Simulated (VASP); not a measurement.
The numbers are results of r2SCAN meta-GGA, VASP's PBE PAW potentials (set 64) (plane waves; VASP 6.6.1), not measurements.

Input for VASP

### INCAR
```
SYSTEM  =  Al
PREC  =  Accurate; ENCUT  =  520; LREAL  =  .FALSE.
LASPH  =  .TRUE.
EDIFF  =  1E-6; NELM  =  100; ALGO  =  Normal
LMIXTAU  =  .TRUE.
ISMEAR  =  1; SIGMA  =  0.1
METAGGA  =  R2SCAN
IBRION  =  2; NSW  =  60; ISIF  =  3
EDIFFG  =  -0.01
LWAVE  =  .FALSE.; LCHARG  =  .FALSE.
```

File KPOINTS:
```
Automatic mesh
0
Gamma
14 14 14
0 0 0
```

File POSCAR:
```
Al
1
   -0.0000000000     1.9911798582     1.9911798582
    1.9911798582    -0.0000000000     1.9911798582
    1.9911798582     1.9911798582    -0.0000000000
Al
1
Direct
  0.0000000000   0.0000000000   0.0000000000
```

POTCAR, in this order: Al (PBE.64 set). Program: vasp_std.

Task: Estimate the energy per atom (σ→0), band gap (on the k-mesh).

Result: 
The energy per atom (σ→0) is -6.733 eV/atom and the band gap (on the k-mesh) comes out as none (metal, semimetal or under 0.01 eV).

**OSZICAR**
```
...
DAV:  11    -0.673556927223E+01   -0.96486E-03   -0.12473E-04  1390   0.945E-02    0.142E-01
DAV:  12    -0.673358347778E+01    0.19858E-02   -0.53595E-04  1255   0.170E-01    0.542E-02
DAV:  13    -0.673358678481E+01   -0.33070E-05   -0.30875E-05  1450   0.568E-02    0.444E-02
DAV:  14    -0.673359311258E+01   -0.63278E-05   -0.35158E-06  1085   0.218E-02    0.446E-02
DAV:  15    -0.673358400948E+01    0.91031E-05   -0.92068E-06  1115   0.307E-02    0.532E-02
DAV:  16    -0.673357971612E+01    0.42934E-05   -0.11446E-05  1295   0.353E-02    0.569E-02
DAV:  17    -0.673358031861E+01   -0.60249E-06   -0.45085E-07   765   0.784E-03
   1 F= -.67335803E+01 E0= -.67334237E+01  d E =-.673358E+01
```

The compound is Al in the fcc structure. It was relaxed first. The start is the result of an earlier pass.
